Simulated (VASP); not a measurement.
# Relaxed cell of CaB6: a test of cutoff and mesh, part 2 of 2

Aim: test the relaxed volume of CaB6 against cutoff and mesh. The starting structure is a measured crystal structure from the Crystallography Open Database. The first relaxation on each setting starts from this cell expanded by 3 % in volume.

VASP 6.6.1.

Results so far: reference 10.07 Å³ an atom; a cutoff of 320 eV 9.99 Å³ an atom; a 3×3×3 mesh 10.12 Å³ an atom.

The database entry behind the starting cell differs from later determinations by our own check (0.1 to 0.3 % short, old inner coordinate), so it need not match the best structure at ambient conditions.

## Step 5: Relaxation with a cutoff of 600 eV

Level of this step: PBEsol; plane waves and PAW (Ca_sv, B) (VASP).

Against step 2 the input has ENCUT = 600. This run starts from the cell of an earlier relaxation, which isn't shown; the restart sets up the plane waves anew.

The input, INCAR:

```
SYSTEM = CaB6
PREC = Accurate
ENCUT = 600
EDIFF = 1E-06
NELM = 100
ISMEAR = 0
SIGMA = 0.03
LREAL = .FALSE.
ALGO = Normal
GGA = PS
NBANDS = 21
LORBIT = 11
LWAVE = .FALSE.
LCHARG = .FALSE.
KPAR = 8
IBRION = 2
NSW = 50
ISIF = 3
EDIFFG = -0.006
```

The input, POSCAR:

```
CaB6
1.0
    4.1300866809      0.0000000000      0.0000000000
    0.0000000000      4.1300866809      0.0000000000
    0.0000000000      0.0000000000      4.1300866809
Ca B
1 6
Direct
    0.5000000000      0.5000000000      0.5000000000
    0.0000000000      0.7014981230      0.0000000000
    0.0000000000      0.2985018770      0.0000000000
    0.7014981230      0.0000000000      0.0000000000
    0.2985018770      0.0000000000      0.0000000000
    0.0000000000      0.0000000000      0.7014981230
    0.0000000000      0.0000000000      0.2985018770
```

The input, KPOINTS:

```
Automatic mesh
0
Gamma
6 6 6
0 0 0
```

PAW data sets: Ca_sv and B (PBE family, release 64).

On the command line:

```sh
$ mpirun -np 8 vasp_std
```

The program printed:

```text
[... set-up lines as in an earlier step ...]
 entering main loop
       N       E                     dE             d eps       ncg     rms          rms(c)
DAV:   1     0.161310879120E+03    0.16131E+03   -0.14501E+04   840   0.139E+03
DAV:   2    -0.434792620476E+02   -0.20479E+03   -0.19855E+03  1086   0.318E+02
DAV:   3    -0.520444544699E+02   -0.85652E+01   -0.85338E+01  1459   0.590E+01
DAV:   4    -0.521807944256E+02   -0.13634E+00   -0.13597E+00  1155   0.618E+00
[...]
DAV:  12    -0.471044249691E+02   -0.25743E-04   -0.11869E-04  1173   0.643E-02    0.265E-02
DAV:  13    -0.471043948718E+02    0.30097E-04   -0.15147E-04  1114   0.662E-02    0.338E-03
DAV:  14    -0.471043953842E+02   -0.51237E-06   -0.79611E-06  1082   0.178E-02
   1 F= -.47104395E+02 E0= -.47104386E+02  d E =-.471044E+02
[...]
reached required accuracy - stopping structural energy minimisation
```

Wall time 7.6 s (8 MPI ranks of Intel Xeon 6975P-C (Granite Rapids), shared host); peak memory 1.8 GiB.

From OUTCAR (step 5):

```text
  Total       -0.0336496     -0.0336496     -0.0336496     -0.0000000     -0.0000000      0.0000000
  in kB       -0.7652660     -0.7652660     -0.7652660     -0.0000000     -0.0000000      0.0000000
  external PRESSURE =      -0.7652660 kB  Pullay stress =       0.0000000 kB

 POSITION                                       TOTAL-FORCE (eV/Angst)
 -----------------------------------------------------------------------------------
      2.06504      2.06504      2.06504         0.000000     -0.000000     -0.000000
      0.00000      2.89725      0.00000         0.000000      0.004154     -0.000000
      0.00000      1.23284      0.00000        -0.000000     -0.004154     -0.000000
      2.89725      0.00000      0.00000         0.004154     -0.000000     -0.000000
      1.23284      0.00000      0.00000        -0.004154      0.000000     -0.000000
      0.00000      0.00000      2.89725        -0.000000     -0.000000      0.004154
      0.00000      0.00000      1.23284         0.000000      0.000000     -0.004154
 -----------------------------------------------------------------------------------
    total drift:                                0.000000      0.000000      0.000000

  FREE ENERGIE OF THE ION-ELECTRON SYSTEM (eV)
  ---------------------------------------------------
  free  energy   TOTEN  =       -47.1043953842 eV

  energy  without entropy=      -47.1043773747  energy(sigma->0) =      -47.10438638

[... 2 parts as in an earlier step ...]

[... 2 further parts left out ...]
[key lines of the parts left out:]
E-fermi :   4.6682
```

With a cutoff of 600 eV the cell ends at 10.064 Å³ an atom, -0.03 % from the reference.

## Step 6: Relaxation with an 8×8×8 mesh

Against step 2 the input has an 8×8×8 mesh. This run starts from the cell of an earlier relaxation, which isn't shown; the restart sets up the plane waves anew.

INCAR, as its differences from that of step 5:

```diff
@@ -2,3 +2,3 @@
 PREC = Accurate
-ENCUT = 600
+ENCUT = 450
 EDIFF = 1E-06
```

The input, POSCAR:

```
CaB6
1.0
    4.1306315136      0.0000000000      0.0000000000
    0.0000000000      4.1306315136      0.0000000000
    0.0000000000      0.0000000000      4.1306315136
Ca B
1 6
Direct
    0.5000000000      0.5000000000      0.5000000000
    0.0000000000      0.7016364861      0.0000000000
    0.0000000000      0.2983635139      0.0000000000
    0.7016364861      0.0000000000      0.0000000000
    0.2983635139      0.0000000000      0.0000000000
    0.0000000000      0.0000000000      0.7016364861
    0.0000000000      0.0000000000      0.2983635139
```

The input, KPOINTS:

```
Automatic mesh
0
Gamma
8 8 8
0 0 0
```

On the command line:

```sh
$ mpirun -np 8 vasp_std
```

The program printed:

```text
[... set-up lines as in an earlier step ...]
 entering main loop
       N       E                     dE             d eps       ncg     rms          rms(c)
DAV:   1     0.135952828167E+03    0.13595E+03   -0.12437E+04  1470   0.111E+03
DAV:   2    -0.444961679955E+02   -0.18045E+03   -0.17463E+03  1869   0.284E+02
DAV:   3    -0.520679777967E+02   -0.75718E+01   -0.75401E+01  2586   0.527E+01
DAV:   4    -0.521809170846E+02   -0.11294E+00   -0.11267E+00  2031   0.536E+00
[...]
DAV:  13    -0.470945761694E+02    0.42790E-04   -0.23101E-04  1973   0.817E-02    0.447E-03
DAV:  14    -0.470945767156E+02   -0.54624E-06   -0.13108E-05  1880   0.235E-02    0.258E-03
DAV:  15    -0.470945764893E+02    0.22628E-06   -0.29136E-07  1098   0.349E-03
   1 F= -.47094576E+02 E0= -.47094527E+02  d E =-.470946E+02
[...]
reached required accuracy - stopping structural energy minimisation
```

It took 7.8 s on 8 MPI ranks; peak memory 1.5 GiB; 34 s of CPU time.

Parts of OUTCAR (step 6):

```text
  Total        0.0092442      0.0092442      0.0092442      0.0000000     -0.0000000      0.0000000
  in kB        0.2101504      0.2101504      0.2101504      0.0000000     -0.0000000      0.0000000
  external PRESSURE =       0.2101504 kB  Pullay stress =       0.0000000 kB

 POSITION                                       TOTAL-FORCE (eV/Angst)
 -----------------------------------------------------------------------------------
      2.06532      2.06532      2.06532         0.000000      0.000000      0.000000
      0.00000      2.89820      0.00000         0.000000     -0.000144     -0.000000
      0.00000      1.23243      0.00000        -0.000000      0.000144     -0.000000
      2.89820      0.00000      0.00000        -0.000144     -0.000000     -0.000000
      1.23243      0.00000      0.00000         0.000144      0.000000      0.000000
      0.00000      0.00000      2.89820        -0.000000      0.000000     -0.000144
      0.00000      0.00000      1.23243         0.000000     -0.000000      0.000144
 -----------------------------------------------------------------------------------
    total drift:                                0.000000      0.000000      0.000000

  FREE ENERGIE OF THE ION-ELECTRON SYSTEM (eV)
  ---------------------------------------------------
  free  energy   TOTEN  =       -47.0945764893 eV

  energy  without entropy=      -47.0944769649  energy(sigma->0) =      -47.09452673

[... 1 part as in an earlier step ...]

[... 3 further parts left out ...]
[key lines of the parts left out:]
E-fermi :   4.6891
```

With an 8×8×8 mesh the cell ends at 10.068 Å³ an atom, +0.01 % from the reference.

## Step 7: The runs compared

| run | volume (Å³/atom) | change (%) | pressure left (GPa) | core minutes |
| --- | --- | --- | --- | --- |
| reference | 10.067 | - | -0.06 | 3.15 |
| a cutoff of 320 eV | 9.986 | -0.81 | 0.0 | 1.92 |
| a 3×3×3 mesh | 10.117 | 0.5 | 0.02 | 1.2 |
| a cutoff of 600 eV | 10.064 | -0.03 | -0.08 | 4.88 |
| an 8×8×8 mesh | 10.068 | 0.01 | 0.02 | 4.24 |

Core minutes are wall time times ranks, summed over the relaxations behind a row (those for a bulk modulus apart), on shared hosts.

## Step 8: Summary of results

| Quantity | Value |
| --- | --- |
| volume of the reference | 10.07 Å³/atom |
| volume against the reference, a cutoff of 320 eV | -0.81 % |
| volume against the reference, a 3×3×3 mesh | +0.50 % |
| volume against the reference, a cutoff of 600 eV | -0.03 % |
| volume against the reference, an 8×8×8 mesh | +0.01 % |

What this shows: The volume moves most with a cutoff of 320 eV: -0.81 % against the reference (450 eV, 6×6×6 mesh). On finer settings it changes by -0.03 % with a cutoff of 600 eV and +0.01 % with an 8×8×8 mesh. The relaxations stop with up to 0.08 GPa left, which at a bulk modulus of 50 GPa, to name a scale, is 0.15 % of the volume. A cell that shrinks at the lower cutoff is the usual mark of Pulay stress, the error that a plane-wave basis makes when it is kept while the volume changes. Further runs on this material are not shown.

[Lines on the potential files, build, host, timing and source positions are cut from VASP's logs without a mark.]

[Logs are printed without paths, hosts, clocks, repeated set-up lines and the standing remarks that a program may print on its own settings, such as how far it seeks lower states.]

[Hosts, paths, dates, database ids (printed as entryN), source tags and the programs' standing remarks are cut or masked in the printed files.]
